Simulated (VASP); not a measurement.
A run of VASP 6.6.1:

Contents of INCAR:

```
SYSTEM = KSiH4
ALGO = Normal
EDIFF = 1E-6
ENCUT = 520
GGA = PE
ISIF = 2
ISMEAR = -1
LASPH = .TRUE.
LCHARG = .FALSE.
LREAL = .FALSE.
LWAVE = .FALSE.
NBANDS = 29
NELM = 100
PREC = Accurate
SIGMA = 0.1
```

File KPOINTS:

```
k-points
0
G
  3 3 2
  0 0 0
```

POSCAR

```
KSiH4
1.0
    4.9611890000     -0.0023720000     -0.0161380000
   -0.0023720000      4.8565010000     -0.0317280000
   -0.0226400000     -0.0445120000      6.9279450000
K H Si
2 8 2
Direct
    0.7503545254      0.2425855303      0.2504949123
    0.2456024752      0.7539140400      0.7556101726
    0.2224334748      0.4756204042      0.0954654108
    1.0428474747      0.2876807747      0.5934205610
    0.2363232398      1.0699429414      0.0941410381
    0.4933939495      0.2327556205      0.6139372154
    0.7316410166      0.5349693502      0.8790378287
    0.5430640011      0.7673170201      0.4211162764
    0.7163751348     -0.0815105879      0.8998136813
   -0.0458219858      0.7195039273      0.3963253094
    0.7680099102      0.2301991699      0.7562405451
    0.2431691480      0.7648974989      0.2550249651
```

Potentials or basis: VASP PAW PBE potentials, release 64 (K_sv, H, Si).

Run with:

```console
$ cat potpaw_PBE.64/K_sv/POTCAR potpaw_PBE.64/H/POTCAR potpaw_PBE.64/Si/POTCAR > POTCAR
$ mpirun -np 1 vasp_std > vasp.out
```

Hardware: 1 thread of AMD EPYC 9R14 (Zen 4), on a shared host.

**Question.** How long does it take, and how much memory?

**Answer.** It took 37 s on 1 thread of AMD EPYC 9R14 (Zen 4), on a shared host, peak memory 0.24 GiB. Counts: scf iterations 14, k points 10.
